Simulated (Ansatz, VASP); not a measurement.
# Cross-check of KTaO3 between VASP and Ansatz, part 2 of 2

One calculation is typed for both programs; each brings its own data sets. How far apart do they land? The cell is taken from a series of runs on this material, whose earlier steps may have relaxed, scaled, displaced or heated it; both programs get it as it stands.

VASP 6.6.1 and Ansatz 0.2.0.

So far: Set-up; Ansatz: relaxation of cell and atoms, LDA.

## Step 3: VASP: relaxation of cell and atoms, LDA

Level of this step: LDA; plane waves and PAW (K_sv, Ta_pv, O) (VASP).

The same cell, functional (in two slightly different forms) and mesh now go to VASP, with its own data sets.

Lines of VASP's logs that name or quote its potential files are left out, and so is its time.

File INCAR:

```
SYSTEM = KTaO3
PREC = Accurate
ENCUT = 600
EDIFF = 1E-07
NELM = 120
ISMEAR = 0
SIGMA = 0.01
LREAL = .FALSE.
ALGO = Normal
GGA = CA
NBANDS = 25
LASPH = .TRUE.
LORBIT = 11
LWAVE = .FALSE.
LCHARG = .FALSE.
ISIF = 3
IBRION = 2
NSW = 80
EDIFFG = -0.005
GGA_COMPAT = .FALSE.
NELMIN = 4
EFERMI = MIDGAP
KPAR = 2
```

File POSCAR:

```
KTaO3
1.0
    3.9519790000      0.0000000000      0.0000000000
    0.0000000000      3.9519790000      0.0000000000
    0.0000000000      0.0000000000      3.9519790000
K Ta O
1 1 3
Direct
    0.5000001265      0.5000001265      0.5000001265
    0.0000000000      0.0000000000      0.0000000000
    0.5000001265      0.0000000000      0.0000000000
    0.0000000000      0.5000001265      0.0000000000
    0.0000000000      0.0000000000      0.5000001265
```

File KPOINTS:

```
Automatic mesh
0
Gamma
9 9 9
0 0 0
```

PAW data sets: K_sv, Ta_pv and O (LDA family, release 64).

Launch:

```console
$ mpirun -np 2 vasp_std
```

Numbers of over 12 decimals in the logs are rounded to 6 here.

What it wrote:

```text
[banner, memory and clock lines left out]
running    2 mpi-ranks, on    1 nodes
 distrk:  each k-point on    1 cores,    2 groups
 distr:  one band on    1 cores,    1 groups

 POSCAR found type information on POSCAR K TaO
 POSCAR found :  3 types and       5 ions
 LDA part: xc-table for (Slater(with rela. corr.)+CA(PZ))
 , standard interpolation
 POSCAR, INCAR and KPOINTS ok, starting setup
 FFT: planning ... GRIDC
 FFT: planning ... GRID_SOFT
 FFT: planning ... GRID
 WAVECAR not read
 entering main loop
       N       E                     dE             d eps       ncg     rms          rms(c)
DAV:   1     0.362323623614E+03    0.36232E+03   -0.22699E+04  1750   0.171E+03
DAV:   2    -0.308205105190E+02   -0.39314E+03   -0.38367E+03  2072   0.461E+02
DAV:   3    -0.523991739435E+02   -0.21579E+02   -0.21496E+02  2348   0.106E+02
DAV:   4    -0.532843728949E+02   -0.88520E+00   -0.88425E+00  3068   0.144E+01
DAV:   5    -0.532898696192E+02   -0.54967E-02   -0.54958E-02  2297   0.101E+00    0.357E+01
DAV:   6    -0.453932125597E+02    0.78967E+01   -0.38201E+01  2206   0.427E+01    0.143E+01
DAV:   7    -0.451665850955E+02    0.22663E+00   -0.21615E+00  2297   0.959E+00    0.949E+00
DAV:   8    -0.450767942382E+02    0.89791E-01   -0.35492E-01  2289   0.503E+00    0.191E+00
DAV:   9    -0.450667788222E+02    0.10015E-01   -0.29770E-02  2305   0.134E+00    0.232E-01
DAV:  10    -0.450657181434E+02    0.10607E-02   -0.86440E-03  2365   0.642E-01    0.941E-02
DAV:  11    -0.450656659224E+02    0.52221E-04   -0.72884E-04  2417   0.187E-01    0.297E-02
DAV:  12    -0.450656678750E+02   -0.19525E-05   -0.31286E-05  2697   0.408E-02    0.569E-03
DAV:  13    -0.450656675501E+02    0.32491E-06   -0.18242E-06  2266   0.103E-02    0.372E-03
DAV:  14    -0.450656675112E+02    0.38826E-07   -0.16537E-07  1761   0.327E-03
   1 F= -.45065668E+02 E0= -.45065668E+02  d E =-.450657E+02
 curvature:   0.00 expect dE= 0.000E+00 dE for cont linesearch  0.000E+00
 trial: gam= 0.00000 g(F)=  0.000E+00 g(S)=  0.568E-02 ort = 0.000E+00 (trialstep = 0.100E+01)
 search vector abs. value=  0.568E-02
 bond charge predicted
       N       E                     dE             d eps       ncg     rms          rms(c)
DAV:   1    -0.450991891425E+02   -0.33522E-01   -0.99371E-01  2073   0.931E+00    0.174E+00
DAV:   2    -0.450706312055E+02    0.28558E-01   -0.98732E-02  2082   0.223E+00    0.786E-01
DAV:   3    -0.450649463944E+02    0.56848E-02   -0.10237E-02  2421   0.960E-01    0.313E-01
DAV:   4    -0.450643526118E+02    0.59378E-03   -0.38046E-03  2587   0.376E-01    0.179E-01
DAV:   5    -0.450644035756E+02   -0.50964E-04   -0.21557E-04  2838   0.942E-02    0.472E-02
DAV:   6    -0.450644093655E+02   -0.57899E-05   -0.64955E-05  2978   0.504E-02    0.127E-02
DAV:   7    -0.450644102144E+02   -0.84892E-06   -0.23399E-06  2383   0.960E-03    0.289E-03
DAV:   8    -0.450644102806E+02   -0.66165E-07   -0.99104E-08  1927   0.210E-03
   2 F= -.45064410E+02 E0= -.45064410E+02  d E =0.125723E-02
 trial-energy change:    0.001257  1 .order    0.001218   -0.005680    0.008115
 step:   0.4076(harm=  0.4117)  dis= 0.00000  next Energy=   -45.066822 (dE=-0.115E-02)
 bond charge predicted
       N       E                     dE             d eps       ncg     rms          rms(c)
DAV:   1    -0.450790429653E+02   -0.14633E-01   -0.34874E-01  2063   0.550E+00    0.103E+00
DAV:   2    -0.450689743182E+02    0.10069E-01   -0.34679E-02  2038   0.133E+00    0.461E-01
DAV:   3    -0.450669867846E+02    0.19875E-02   -0.36187E-03  2415   0.571E-01    0.172E-01
DAV:   4    -0.450667966684E+02    0.19012E-03   -0.12651E-03  2563   0.218E-01    0.989E-02
DAV:   5    -0.450668146865E+02   -0.18018E-04   -0.78014E-05  2902   0.569E-02    0.247E-02
DAV:   6    -0.450668164519E+02   -0.17654E-05   -0.20911E-05  2917   0.290E-02    0.777E-03
DAV:   7    -0.450668169266E+02   -0.47471E-06   -0.10318E-06  2505   0.601E-03    0.120E-03
DAV:   8    -0.450668169357E+02   -0.91632E-08   -0.29636E-08  1697   0.116E-03
   3 F= -.45066817E+02 E0= -.45066817E+02  d E =-.114942E-02
 curvature:  -0.21 expect dE=-0.246E-07 dE for cont linesearch -0.246E-07
 trial: gam= 0.00000 g(F)=  0.681E-47 g(S)=  0.120E-06 ort =-0.261E-04 (trialstep = 0.882E+00)
 search vector abs. value=  0.120E-06
 reached required accuracy - stopping structural energy minimisation
```

Parts of OUTCAR (step 3):

```text
ion  position               nearest neighbor table
   1  0.500  0.500  0.500-   3 2.79   4 2.79   5 2.79   3 2.79   4 2.79   3 2.79   5 2.79   4 2.79
                             5 2.79   3 2.79   4 2.79   5 2.79   2 3.42   2 3.42   2 3.42   2 3.42
   2  0.000  0.000  0.000-   3 1.98   4 1.98   5 1.98   3 1.98   4 1.98   5 1.98   1 3.42   1 3.42
                             1 3.42   1 3.42   1 3.42   1 3.42   1 3.42   1 3.42
   3  0.500  0.000  0.000-   2 1.98   2 1.98   1 2.79   1 2.79   1 2.79   1 2.79
   4  0.000  0.500  0.000-   2 1.98   2 1.98   1 2.79   1 2.79   1 2.79   1 2.79
   5  0.000  0.000  0.500-   2 1.98   2 1.98   1 2.79   1 2.79   1 2.79   1 2.79

  LATTYP: Found a simple cubic cell.
 ALAT       =     3.9519790000

 Subroutine GETGRP returns: Found 48 space group operations
 (whereof 48 operations were pure point group operations)

The static configuration has the point symmetry O_h .

 Found     35 irreducible k-points:

   k-points           NKPTS =     35   k-points in BZ     NKDIM =     35   number of bands    NBANDS=     25

   dimension x,y,z NGX =    32 NGY =   32 NGZ =   32
   dimension x,y,z NGXF=    64 NGYF=   64 NGZF=   64

   ENCUT  =  600.0 eV  44.10 Ry    6.64 a.u.   7.89  7.89  7.89*2*pi/ulx,y,z

   NELECT =      38.0000    total number of electrons

 k-points in reciprocal lattice and weights: Automatic mesh
   0.00000000  0.00000000  0.00000000       0.001
   0.11111111  0.00000000  0.00000000       0.008
   0.22222222  0.00000000  0.00000000       0.008
   0.33333333  0.00000000  0.00000000       0.008
   0.44444444  0.00000000  0.00000000       0.008
   0.11111111  0.11111111  0.00000000       0.016
   0.22222222  0.11111111  0.00000000       0.033
   0.33333333  0.11111111  0.00000000       0.033
   0.44444444  0.11111111  0.00000000       0.033
[...]
0.44444444  0.44444444  0.33333333       0.033
   0.44444444  0.44444444  0.44444444       0.011

 average (electrostatic) potential at core
       1 -32.0117       2 -40.9749       3 -72.8626       4 -72.8626       5 -72.8626

 E-fermi :   2.6927

 k-point     1 :       0.0000    0.0000    0.0000
  band No.  band energies     occupation
    ...
     15       0.5638      2.00000
     16       0.5638      2.00000
     17       1.0641      2.00000
     18       1.0641      2.00000
     19       1.0641      2.00000
     20       3.7448      0.00000
     21       3.7448      0.00000
     22       3.7448      0.00000
     23       8.2338      0.00000
     24       8.7020      0.00000
    ...

 k-point     2 :       0.1111    0.0000    0.0000
  band No.  band energies     occupation
    ...
     15       0.3599      2.00000
     16       0.4994      2.00000
     17       0.6723      2.00000
     18       0.9893      2.00000
     19       0.9893      2.00000
     20       3.7645      0.00000
     21       4.1644      0.00000
     22       4.1644      0.00000
     23       8.4615      0.00000
     24       8.7107      0.00000
    ...

 k-point     3 :       0.2222    0.0000    0.0000
  band No.  band energies     occupation
    ...
     15      -0.0850      2.00000
     16       0.0645      2.00000
     17       0.3423      2.00000
     18       0.9096      2.00000
     19       0.9096      2.00000
     20       3.8154      0.00000
     21       5.0801      0.00000
     22       5.0801      0.00000
     23       8.7257      0.00000
     24       8.9999      0.00000
    ...

  Total       -0.0020336     -0.0020336     -0.0020336     -0.0000000     -0.0000000      0.0000000
  in kB       -0.0525115     -0.0525115     -0.0525115     -0.0000000     -0.0000000      0.0000000
  external PRESSURE =      -0.0525115 kB  Pullay stress =       0.0000000 kB

  energy-cutoff  :      600.00
  volume of cell :       62.05
      direct lattice vectors                 reciprocal lattice vectors
     3.958863597  0.000000000 -0.000000000     0.252597741 -0.000000000 -0.000000000
     0.000000000  3.958863597 -0.000000000    -0.000000000  0.252597741 -0.000000000
     0.000000000  0.000000000  3.958863597     0.000000000  0.000000000  0.252597741

 POSITION                                       TOTAL-FORCE (eV/Angst)
 -----------------------------------------------------------------------------------
      1.97943      1.97943      1.97943        -0.000000     -0.000000      0.000000
      0.00000      0.00000      0.00000         0.000000      0.000000      0.000000
      1.97943      0.00000     -0.00000         0.000000      0.000000      0.000000
      0.00000      1.97943     -0.00000         0.000000      0.000000      0.000000
      0.00000      0.00000      1.97943        -0.000000     -0.000000      0.000000
 -----------------------------------------------------------------------------------
    total drift:                               -0.000698     -0.000698     -0.000698

  FREE ENERGIE OF THE ION-ELECTRON SYSTEM (eV)
  ---------------------------------------------------
  free  energy   TOTEN  =       -45.0668169357 eV

  energy  without entropy=      -45.0668169357  energy(sigma->0) =      -45.06681694

 reached required accuracy - stopping structural energy minimisation

 total charge
# of ion       s       p       d       tot
------------------------------------------
    1        1.960   5.586   0.053   7.599
    2        0.357   6.378   2.118   8.854
    3        1.550   3.512   0.000   5.061
    4        1.550   3.512   0.000   5.061
    5        1.550   3.512   0.000   5.061
--------------------------------------------------
tot          6.966  22.499   2.171  31.636

[... 3 further parts left out ...]
```

## Step 4: Comparison

Known differences besides the potentials themselves: the two LDA forms differ slightly; fixed occupations in Ansatz, narrow Gaussian smearing in VASP; the data sets hold 40 valence electrons in Ansatz (on its default PAW (the set named soft_2) files) and 38 in VASP; the cutoff is 420 eV in Ansatz and 600 eV in VASP; VASP's log shows a relativistic correction to its local exchange, Ansatz's none; Ansatz adds a Pulay correction to the stress that steers its cell, VASP none. Total energies have different zeros and are not compared.

The two programs side by side:

```
                                         quantity  Ansatz   VASP  difference
                                      volume (Å³)   61.72  62.05     -0.52 %
edge a after relaxation, in the typed setting (Å)   3.952  3.959     -0.17 %
```

## Step 5: Results

| Item | Value |
| --- | --- |
| difference in volume (relaxation of cell and atoms, LDA) | -0.52 % |

**Reading.** The difference in volume is -0.52 % (relaxation of cell and atoms, LDA), within the 1.2 % picked in this series as the mark of a large difference, as far as the stopping tolerances let one tell. The data sets hold unlike numbers of valence electrons (40 in Ansatz and 38 in VASP), so part of the differences comes from the potentials. Such differences can come from data sets, numerical settings and the points named under the comparisons, not from the functional's error against experiment.

[Lines on the potential files, build, host, timing and source positions are cut from VASP's logs without a mark.]

[Logs are printed without paths, hosts, clocks, repeated set-up lines and the standing remarks that a program may print on its own settings, such as how far it seeks lower states.]

[Hosts, paths, dates, database ids (printed as entryN), source tags and the programs' standing remarks are cut or masked in the printed files.]
